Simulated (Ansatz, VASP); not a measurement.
**Cross-check of Hf (ladder Hf chain) between VASP and Ansatz**

One calculation is typed for both programs; each brings its own data sets. How far apart do they land? The structure shown is the end of the Ansatz relaxation below.

Calculated with Ansatz 0.2.0; plane waves, with VASP 6.6.1 beside it; single point at PBE, single point at RPBE and single point at PBEsol.

## (1) Set-up

The cell holds 2 atoms: 2 Hf. Its edges and angles: a = 9.000 Å, b = 7.500 Å, c = 2.891 Å, α = 90.0°, β = 90.0°, γ = 90.0°. Vacuum lies along a and b. The structure's axis is c.

## (2) Ansatz: relaxation, PBE

Ansatz runs on its default PAW (the set named soft_2) files.

This run makes the geometry at which the two programs are then compared.

input.yaml reads:

```yaml
crystal:
  lattice:
    - [9.0, 0.0, 0.0]
    - [0.0, 7.5, 0.0]
    - [0.0, 0.0, 3.42475]
  atoms:
    - { symbol: Hf, position: [0.337444444, 0.5, 0.0] }
    - { symbol: Hf, position: [0.662555556, 0.5, 0.5] }
kpoints:
  mp_grid: { grid: [1, 1, 24] }
scf:
  occupations: { method: fermi_dirac, width: 0.05 }
hamiltonian:
  xc: pbe
relax:
  cell: { fix: [a, b, alpha, beta, gamma] }
  max_steps: 60
```

Run with:

```bash
$ ansatz run input.yaml --threads 4 --pin off --max-ram 8192MiB --backend cpu --events-out ev --progress --plain --runs-dir out
```

Numbers of over 12 decimals in the logs are rounded to 6 here.

Log:

```text
Engine: ansatz 0.2.0, aarch64-unknown-linux-gnu
Pseudopotentials: kind: paw
Pseudopotential: Hf, paw, valence charge 26, recommended cutoff 420 eV (normal), Hf.paw.azcp
Functional definition: PBE
  parameter kappa = 0.804
  parameter beta = 0.066725
  exchange = pbe_x(kappa = kappa, mu = beta*pi^2/3)
  correlation = pbe_c(beta = beta)
Crystal: 2 atoms, lattice volume = 231.171 Å³
Basis set: ecut = 420 eV, 4517 PW (Γ), exchange–correlation on 128×108×48 points (8 copies of the dense FFT grid, shifted against one another)
Bands: 32, of which v1, the nominal top of the filled ones, is band 26 counted from 1 (25 counted from 0)
Symmetry: 8 space group operations
Space group: Pmma (ITA 51), of the structure as read, at distance tolerance 6.1e-5 Å
k-points: 13 of 24
Non-local potential: Hf, projectors of the file, l = 0: 3, l = 1: 2, l = 2: 2, l = 3: 3
PAW form: soft (Blöchl's): semilocal exchange-correlation on the pseudo side does not see the compensation charge
PAW one-centre angular grid: Hf, 590 points (default); XC on 64 Gauss nodes
Initial density: superposition of atomic densities (neutral atoms: chi_scale 0, normalization atom), corrected by the library's trained network
Initial wavefunctions: pseudopotential atomic-orbital guess
Functional: x = pbe(κ = 0.804, μ = 0.219515), c = pbe(β = 0.066725)
SCF iter   1: F=—  HF=-31434.856710 eV  |F-HF|=—  |Δ(HF+E_count)|=         —  Δρ=6.21e-3  dr2=1.92e-1  ethr=1.77e-3  ⟨swp⟩=5.5  Hψ=1457  notcnv=0
preconditioner: auto → LDOS  [metal: Δε(μ)=0.023 eV  Ē_g=11.343 eV  σ=0.050 eV  W_gap=0.11  n_scr=32 (ndim 8)  ℏωp=14.7 eV  f_vac=0.562  D(μ)=10.44/eV (n_scr^D=96)  β→1.0]
SCF iter   2: F=—  HF=-31434.834692 eV  |F-HF|=—  |Δ(HF+E_count)|=   2.20e-2  Δρ=4.17e-3  dr2=5.74e-2  ethr=3.68e-4  ⟨swp⟩=3.0  Hψ=674  notcnv=0
SCF iter   3: F=—  HF=-31434.834325 eV  |F-HF|=—  |Δ(HF+E_count)|=   3.67e-4  Δρ=1.33e-3  dr2=1.24e-2  ethr=1.10e-4  ⟨swp⟩=2.1  Hψ=663  notcnv=0
SCF iter   4: F=—  HF=-31434.834974 eV  |F-HF|=—  |Δ(HF+E_count)|=   6.49e-4  Δρ=8.34e-4  dr2=2.05e-3  ethr=2.39e-5  ⟨swp⟩=2.2  Hψ=622  notcnv=0
SCF iter   5: F=—  HF=-31434.834667 eV  |F-HF|=—  |Δ(HF+E_count)|=   3.07e-4  Δρ=3.07e-4  dr2=3.49e-4  ethr=3.95e-6  ⟨swp⟩=2.0  Hψ=771  notcnv=0
SCF iter   6: F=—  HF=-31434.834816 eV  |F-HF|=—  |Δ(HF+E_count)|=   1.49e-4  Δρ=1.31e-4  dr2=4.16e-5  ethr=6.72e-7  ⟨swp⟩=2.5  Hψ=680  notcnv=0
SCF iter   7: F=—  HF=-31434.834833 eV  |F-HF|=—  |Δ(HF+E_count)|=   1.67e-5  Δρ=6.47e-5  dr2=1.29e-5  ethr=8.00e-8  ⟨swp⟩=2.0  Hψ=769  notcnv=0
SCF iter   8: F=—  HF=-31434.834830 eV  |F-HF|=—  |Δ(HF+E_count)|=   2.56e-6  Δρ=2.45e-5  dr2=2.02e-6  ethr=2.47e-8  ⟨swp⟩=2.0  Hψ=762  notcnv=0
SCF iter   9: F=—  HF=-31434.834832 eV  |F-HF|=—  |Δ(HF+E_count)|=   1.80e-6  Δρ=8.75e-6  dr2=2.35e-7  ethr=3.89e-9  ⟨swp⟩=3.0  Hψ=761  notcnv=0
SCF iter  10: F=-31434.834832 eV  HF=-31434.834832 eV  |F-HF|=4.17e-8  |Δ(HF+E_count)|=   3.10e-7  Δρ=3.19e-6  dr2=2.27e-8  ethr=1.92e-10  ⟨swp⟩=4.5  Hψ=1483  notcnv=0
SCF 1 converged in 10 iterations: F = -31434.834832 eV  dr2 = 2.27e-8
  greatest PAW one-centre occupation: 0.999 electrons in one spin orbital (limit 2), on the Hf atom at site 1 (counted from 0), in its partial waves of l = 0
relax step   1: F+E_penalty+E_count = -31434.83483232 eV  Δ(F+E_penalty+E_count) = +0.000e0 eV  max|allowed force component| = 2.644e0 eV/Å  Δτ_max = 0.0000 Å  P = -3.899 GPa  Ω = 231.171 Å³  fix = [a, b, alpha, beta, gamma]  reactions: a -4.863, b -0.067 GPa  (10 SCF iters, dr2 threshold 1.00e-7 eV, accepted)
[...]
relax step   7: F+E_penalty+E_count = -31437.18108563 eV  Δ(F+E_penalty+E_count) = -8.387e-3 eV  max|allowed force component| = 1.385e-1 eV/Å  Δτ_max = 0.0030 Å  P = +0.022 GPa  Ω = 196.692 Å³  energy of the carried Pulay correction = +1.490e-3 eV  fix = [a, b, alpha, beta, gamma]  reactions: a +0.705, b -0.126 GPa  (8 SCF iters, dr2 threshold 2.00e-7 eV, accepted)
[...]
relax step   8: F+E_penalty+E_count = -31437.18406355 eV  Δ(F+E_penalty+E_count) = -2.978e-3 eV  max|allowed force component| = 1.530e-2 eV/Å  Δτ_max = 0.0026 Å  P = +0.260 GPa  Ω = 195.170 Å³  energy of the carried Pulay correction = +1.561e-3 eV  fix = [a, b, alpha, beta, gamma]  reactions: a +0.923, b -0.134 GPa  (7 SCF iters, dr2 threshold 2.00e-7 eV, accepted)
[...]
relax step   9: F+E_penalty+E_count = -31437.18407321 eV  Δ(F+E_penalty+E_count) = -9.660e-6 eV  max|allowed force component| = 3.611e-5 eV/Å  Δτ_max = 0.0006 Å  P = +0.272 GPa  Ω = 195.165 Å³  energy of the carried Pulay correction = +1.562e-3 eV  fix = [a, b, alpha, beta, gamma]  reactions: a +0.950, b -0.134 GPa  (6 SCF iters, dr2 threshold 1.46e-8 eV, accepted)
[...]
relax step  10: F+E_penalty+E_count = -31437.18275909 eV  Δ(F+E_penalty+E_count) = +1.314e-3 eV  max|allowed force component| = 2.201e-3 eV/Å  Δτ_max = 0.0000 Å  P = +0.273 GPa  Ω = 195.165 Å³  fix = [a, b, alpha, beta, gamma]  reactions: a +0.955, b -0.136 GPa  stress off target by 2.19e-3 GPa on what of the cell is left free  SCF on the basis re-selected at this cell (its energy is not comparable with the rows above)  (8 SCF iters)
basis re-selected at this cell: Δ(F+E_penalty+E_count) = +1.314e-3 eV, ΔP = +0.001 GPa vs the last step (what re-selecting the basis moved, of the pressure what is left beyond the Pulay correction that the steps carried, after the strain that the cell walked since its last selection, with what the two solves' SCF thresholds leave and, on support functions, any second-order correction that the steps lacked; it is no measure of the basis error at this ecutwfc). The dense FFT grid was sized anew with the basis: this SCF ran on 64×54×20 points, the steps before it on 64×54×24, so part of this shift can come from that change (see relax.cell in the input reference). [rest of the remark cut]
SCF converged after 8 iterations
Free energy (F): -31437.182759 eV
Harris-Foulkes:  -31437.182759 eV  (|F-HF|=3.64e-11)
Internal energy: -31437.152187 eV  (E = F + TS)
E sigma→0 (E₀):  -31437.167473 eV
Entropy (-TS):   -0.030572 eV (-15.286 meV/atom)
Fermi energy:    1.980088 eV
--- Per-component energies (eV) ---
  E_band       = -850.859310
  E_kinetic    = 853.731476
  E_local      = -25126.836157  (includes V_loc(G=0)·N_el)
  E_nonlocal   = -2488.325081
  E_hartree    = 11799.722246
  E_xc         = -598.438231
  E_vxc        = -529.714320  (∫ρ·V_xc dr)
  E_paw        = -13856.588461  (= ΣΔE_a)
  E_vpaw       = 2840.840283  (= ΣTr[D̂ρ^β])
  E_aug_tail   = -0.000003  (compensation charges beyond the density's cutoff)
  E_ewald      = -2020.417976
  E_smearing   = -0.030572  (= −TS)
  E_closure    = -0.000000  (closes the sum)
  Σ components = -31437.182759   (vs F -31437.182759, Δ=0.00e0)
--- Forces (eV/Å), atoms counted from 1 ---
  atom   1  Hf    -0.00220073    -0.00000000    -0.00000000
  atom   2  Hf     0.00220073     0.00000000     0.00000000
  max |Σ_I F_I| component: 5.05e-29 eV/Å
--- Stress (GPa, compression-positive) ---
        0.955492      -0.000000       0.000000
       -0.000000      -0.135744      -0.000000
        0.000000      -0.000000      -0.002191
  P = ⅓ Tr σ = 0.2725 GPa (2.725 kbar)
--- Relaxed structure (9 steps of the walk, 9 accepted, 1 SCFs on fresh bases) ---
  F+E_penalty+E_count = -31437.18275909 eV   max|allowed force component| = 2.201e-3 eV/Å   (the final SCF, on the basis selected at the relaxed cell)
  cell:  # Å, volume = 195.1649 Å³
    - [9.0, 0, 0]
    - [0, 7.5, 0]
    - [0, 0, 2.891331]
  atoms:
    - { symbol: Hf, position: [0.373292, 0.5, -5.229441103675591e-18] }
    - { symbol: Hf, position: [0.626708, 0.5, 0.5] }
```

The column dr2 measures how far the density is from self-consistency, as an energy; F and HF (Harris–Foulkes) agree once it is small.

## (3) VASP: single point, PBE

The same cell, functional, mesh and smearing now go to VASP, with its own data sets.

Lines of VASP's logs that name or quote its potential files are left out, and so is its time.

INCAR reads:

```
SYSTEM = Hf
PREC = Accurate
ENCUT = 500
EDIFF = 1E-06
NELM = 120
ISMEAR = -1
SIGMA = 0.05
LREAL = .FALSE.
ALGO = Normal
GGA = PE
NBANDS = 16
LASPH = .TRUE.
LORBIT = 11
LWAVE = .FALSE.
LCHARG = .FALSE.
ISIF = 2
GGA_COMPAT = .FALSE.
KPAR = 2
```

POSCAR reads:

```
Hf
1.0
    9.0000000000      0.0000000000      0.0000000000
    0.0000000000      7.5000000000      0.0000000000
    0.0000000000      0.0000000000      2.8913313615
Hf
2
Direct
    0.3732921531      0.5000000000      0.0000000000
    0.6267078469      0.5000000000      0.5000000000
```

KPOINTS reads:

```
Automatic mesh
0
Gamma
1 1 24
0 0 0
```

The projector-augmented-wave data sets are Hf_pv (PBE family, release 64).

Run with:

```bash
$ mpirun -np 2 vasp_std
```

Log:

```text
[banner, memory and clock lines left out]
running    2 mpi-ranks, on    1 nodes
 distrk:  each k-point on    1 cores,    2 groups
 distr:  one band on    1 cores,    1 groups

 POSCAR found type information on POSCAR Hf
 POSCAR found :  1 types and       2 ions
 LDA part: xc-table for (Slater+PW92), standard interpolation
 POSCAR, INCAR and KPOINTS ok, starting setup
 FFT: planning ... GRIDC
 FFT: planning ... GRID_SOFT
 FFT: planning ... GRID
 WAVECAR not read
 entering main loop
       N       E                     dE             d eps       ncg     rms          rms(c)
DAV:   1     0.410575043636E+02    0.41058E+02   -0.10335E+04   544   0.922E+02
DAV:   2    -0.127105827535E+02   -0.53768E+02   -0.51737E+02   568   0.164E+02
DAV:   3    -0.166575558893E+02   -0.39470E+01   -0.38621E+01   568   0.323E+01
DAV:   4    -0.167370829680E+02   -0.79527E-01   -0.78035E-01   648   0.495E+00
DAV:   5    -0.167388814639E+02   -0.17985E-02   -0.17981E-02   616   0.587E-01    0.513E+01
DAV:   6    -0.146012507593E+02    0.21376E+01   -0.43034E+00   528   0.116E+01    0.182E+01
DAV:   7    -0.143318474915E+02    0.26940E+00   -0.11221E+00   616   0.532E+00    0.343E+00
DAV:   8    -0.143164459718E+02    0.15402E-01   -0.16968E-01   488   0.286E+00    0.128E+00
DAV:   9    -0.143154873082E+02    0.95866E-03   -0.13304E-02   552   0.676E-01    0.486E-01
DAV:  10    -0.143181215480E+02   -0.26342E-02   -0.51159E-03   448   0.380E-01    0.146E-01
DAV:  11    -0.143188737715E+02   -0.75222E-03   -0.12879E-03   520   0.261E-01    0.735E-02
DAV:  12    -0.143205504441E+02   -0.16767E-02   -0.66806E-04   488   0.120E-01    0.533E-02
DAV:  13    -0.143212173914E+02   -0.66695E-03   -0.22569E-04   536   0.627E-02    0.261E-02
DAV:  14    -0.143214099961E+02   -0.19260E-03   -0.84915E-05   440   0.402E-02    0.136E-02
DAV:  15    -0.143214114713E+02   -0.14752E-05   -0.33806E-06   536   0.732E-03    0.331E-03
DAV:  16    -0.143214124399E+02   -0.96863E-06   -0.41826E-06   400   0.967E-03
   1 F= -.14321412E+02 E0= -.14306116E+02  d E =-.305933E-01
```

OUTCAR, selected parts (step 3):

```text
ion  position               nearest neighbor table
   1  0.373  0.500  0.000-   2 2.70   2 2.70
   2  0.627  0.500  0.500-   1 2.70   1 2.70

  LATTYP: Found a simple orthorhombic cell.
 ALAT       =     2.8913313615
 B/A-ratio  =     2.5939607268
 C/A-ratio  =     3.1127528722

 Subroutine GETGRP returns: Found  8 space group operations
 (whereof  4 operations were pure point group operations)

The static configuration has the point symmetry C_2v.
 The point group associated with its full space group is D_2h.

 Found     13 irreducible k-points:

   k-points           NKPTS =     13   k-points in BZ     NKDIM =     13   number of bands    NBANDS=     16

   dimension x,y,z NGX =    70 NGY =   56 NGZ =   24
   dimension x,y,z NGXF=   140 NGYF=  112 NGZF=   48

   ENCUT  =  500.0 eV  36.75 Ry    6.06 a.u.  16.41 13.67  5.27*2*pi/ulx,y,z

   NELECT =      20.0000    total number of electrons

 k-points in reciprocal lattice and weights: Automatic mesh
   0.00000000  0.00000000  0.00000000       0.042
   0.00000000  0.00000000  0.04166667       0.083
   0.00000000  0.00000000  0.08333333       0.083
   0.00000000  0.00000000  0.12500000       0.083
   0.00000000  0.00000000  0.16666667       0.083
   0.00000000  0.00000000  0.20833333       0.083
   0.00000000  0.00000000  0.25000000       0.083
   0.00000000  0.00000000  0.29166667       0.083
   0.00000000  0.00000000  0.33333333       0.083
   0.00000000  0.00000000  0.37500000       0.083
   0.00000000  0.00000000  0.41666667       0.083
   0.00000000  0.00000000  0.45833333       0.083
   0.00000000  0.00000000  0.50000000       0.042

 average (electrostatic) potential at core
       1 -43.6912       2 -43.6912

 E-fermi :  -1.4567

 k-point     1 :       0.0000    0.0000    0.0000
  band No.  band energies     occupation
    ...
      7      -5.7367      2.00000
      8      -4.2741      2.00000
      9      -1.9365      1.99986
     10      -1.6089      1.90893
     11      -1.4748      1.17837
     12      -0.7502      0.00000
     13      -0.1622      0.00000
     14       0.0460      0.00000
     15       0.6177      0.00000
     16       0.9606      0.00000

 k-point     2 :       0.0000    0.0000    0.0417
  band No.  band energies     occupation
    ...
      7      -5.6756      2.00000
      8      -4.1966      2.00000
      9      -1.9262      1.99983
     10      -1.5751      1.82866
     11      -1.4856      1.28124
     12      -0.7146      0.00000
     13      -0.1601      0.00000
     14       0.0265      0.00000
     15       0.5455      0.00000
     16       0.9312      0.00000

 k-point     3 :       0.0000    0.0000    0.0833
  band No.  band energies     occupation
    ...
      7      -5.4959      2.00000
      8      -3.9676      2.00000
      9      -1.8980      1.99971
     10      -1.5257      1.59761
     11      -1.4758      1.18857
     12      -0.6082      0.00000
     13      -0.1541      0.00000
     14      -0.0385      0.00000
     15       0.4116      0.00000
     16       0.8355      0.00000

  Total        0.9142277     -0.1706381     -0.2017666      0.0000000      0.0000000      0.0000000
  in kB        7.5052183     -1.4008285     -1.6563737      0.0000000      0.0000000      0.0000000
  external PRESSURE =       1.4826721 kB  Pullay stress =       0.0000000 kB

  energy-cutoff  :      500.00
  volume of cell :      195.16
      direct lattice vectors                 reciprocal lattice vectors
     9.000000000  0.000000000  0.000000000     0.111111111  0.000000000  0.000000000
     0.000000000  7.500000000  0.000000000     0.000000000  0.133333333  0.000000000
     0.000000000  0.000000000  2.891331361     0.000000000  0.000000000  0.345861430

 POSITION                                       TOTAL-FORCE (eV/Angst)
 -----------------------------------------------------------------------------------
      3.35963      3.75000      0.00000         0.105528      0.000000      0.000000
      5.64037      3.75000      1.44567        -0.105528      0.000000      0.000000
 -----------------------------------------------------------------------------------
    total drift:                               -0.000000     -0.000000     -0.000000

  FREE ENERGIE OF THE ION-ELECTRON SYSTEM (eV)
  ---------------------------------------------------
  free  energy   TOTEN  =       -14.3214124399 eV

  energy  without entropy=      -14.2908191608  energy(sigma->0) =      -14.30611580

 total charge
# of ion       s       p       d       tot
------------------------------------------
    1        0.464   6.148   1.723   8.334
    2        0.464   6.148   1.723   8.334
--------------------------------------------------
tot          0.928  12.295   3.445  16.668

[... 3 further parts left out ...]
```

## (4) Differences

Known differences besides the potentials themselves: the data sets hold 52 valence electrons in Ansatz (on its default PAW (the set named soft_2) files) and 20 in VASP; the cutoff is 420 eV in Ansatz and 500 eV in VASP; Ansatz's pressure holds a Pulay correction, VASP's none. Total energies have different zeros and are not compared.

Both answers:

```tsv
quantity	Ansatz	VASP	difference
pressure (GPa)	0.27	0.15	+0.12
```

Forces (eV/Å; atoms numbered as in POSCAR):

```tsv
atom	Ansatz x, y, z	VASP x, y, z
Hf1	-0.002, 0.000, 0.000	0.106, 0.000, 0.000
Hf2	0.002, 0.000, 0.000	-0.106, 0.000, 0.000
```

The forces differ by 62 meV/Å r.m.s., where the r.m.s. force is 0.001 eV/Å in Ansatz and 0.061 eV/Å in VASP: the atoms lie near their places of rest in Ansatz, so a percentage would say little (all taken over all components).

## (5) Ansatz: relaxation, RPBE

This run makes the geometry at which the two programs are then compared. The cell compared in this pair holds 197.56 Å³, against 195.16 Å³ for the pair before.

The structure compared here is the end of the Ansatz relaxation.

input.yaml, the sections that differ from step 2:

```yaml
crystal:
  lattice:
    - [9.0, 0.0, 0.0]
    - [0.0, 7.5, 0.0]
    - [0.0, 0.0, 3.42475]
  atoms:
    - { symbol: Hf, position: [0.337444444, 0.5, 0.0], spin: 1.0 }
    - { symbol: Hf, position: [0.662555556, 0.5, 0.5], spin: 1.0 }
magnetization:
  spin_polarized: true
hamiltonian:
  xc: rpbe
# kpoints, scf, relax: as in step 2
```

Run with:

```bash
$ ansatz run input.yaml --threads 4 --pin off --max-ram 8192MiB --backend cpu --events-out ev --progress --plain --runs-dir out
```

Log:

```text
[...]
Crystal: 2 atoms, lattice volume = 231.171 Å³
Basis set: ecut = 420 eV, 4517 PW (Γ), exchange–correlation on 128×108×48 points (8 copies of the dense FFT grid, shifted against one another)
Bands: 33, of which v1, the nominal top of the filled ones, is band 26 counted from 1 (25 counted from 0)
Symmetry: 8 space group operations
[...]
0.000000       0.000000      -0.007966
  P = ⅓ Tr σ = 0.3077 GPa (3.077 kbar)
--- Relaxed structure (7 steps of the walk, 7 accepted, 1 SCFs on fresh bases) ---
[...]
cell:  # Å, volume = 197.5599 Å³
    - [9.0, 0, 0]
    - [0, 7.5, 0]
    - [0, 0, 2.926813]
  atoms:
    - { symbol: Hf, position: [0.372861, 0.5, -5.1665190875535034e-18] }
    - { symbol: Hf, position: [0.627139, 0.5, 0.5] }
[key lines of the parts left out:]
SCF converged after 8 iterations
Magnetization: -0.0000 μB (26.0000 up, 26.0000 down)
Free energy (F): -31462.324364 eV
Fermi energy:    2.091491 eV
```

[end of part 1 of 2]

[Lines on the potential files, build, host, timing and source positions are cut from VASP's logs without a mark.]

[Logs are printed without paths, hosts, clocks, repeated set-up lines and the standing remarks that a program may print on its own settings, such as how far it seeks lower states.]

[Hosts, paths, dates, database ids (printed as entryN), source tags and the programs' standing remarks are cut or masked in the printed files.]
